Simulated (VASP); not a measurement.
Consider the following.

```xyz
2
Lattice="0.0000 3.2742 3.2742 3.2742 0.0000 3.2742 3.2742 3.2742 0.0000" Properties=species:S:1:pos:R:3 pbc="T T T"
Sn     3.2742     0.0000     3.2742
Te     3.2742     3.2742     3.2742
```

Method: RPBE GGA, VASP's PBE PAW potentials (set 64) (plane waves; VASP 6.6.1). Run with 520 eV cut-off, 7×7×7 Γ-centred mesh, Gaussian smearing of 0.050 eV, potentials Sn_d Te.

### Question
Predict the energy per atom (σ→0), pressure.

### Answer

```
Item                           Result
---------------------  --------------
energy per atom (σ→0)  -3.435 eV/atom
pressure                    -1.06 GPa
```

Total energies compare only between runs with the same potentials, cut-off and functional.

The compound is SnTe in the rock salt structure, which distorts at low temperature. This cell is one point of a volume scan, at 1.03 of the reference volume.
